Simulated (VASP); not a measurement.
Molecule: F2, in a box.

```
F
1.0
    11.85123    0.00000    0.00000
     0.00000   12.35123    0.00000
     0.00000    0.00000   12.85123
F
2
Direct
  0.51282 0.55875 0.49122
  0.48681 0.44780 0.50903
```

Base run:

| Property | Result |
| --- | --- |
| Program | VASP 6.6.1 |
| Functional | rev-vdW-DF2 |
| Potentials or basis | VASP PAW PBE potentials, release 64 (F) |
| Cutoff | 400 eV |
| k mesh | 1 × 1 × 1 |
| Occupations | gaussian, width 0.01 eV |
| Spin | no spin polarisation |

Its results: gap between the frontier levels 3.43 eV; largest force 0.038 eV/Å.

Question: The run is repeated on the same cell with these changes: functional from rev-vdW-DF2 to RPBE. What comes out?

Answer: Gap between the frontier levels 3.51 eV; largest force 0.324 eV/Å.

Caveats: the PAW data sets were made with another functional, which shifts forces and pressure a little.

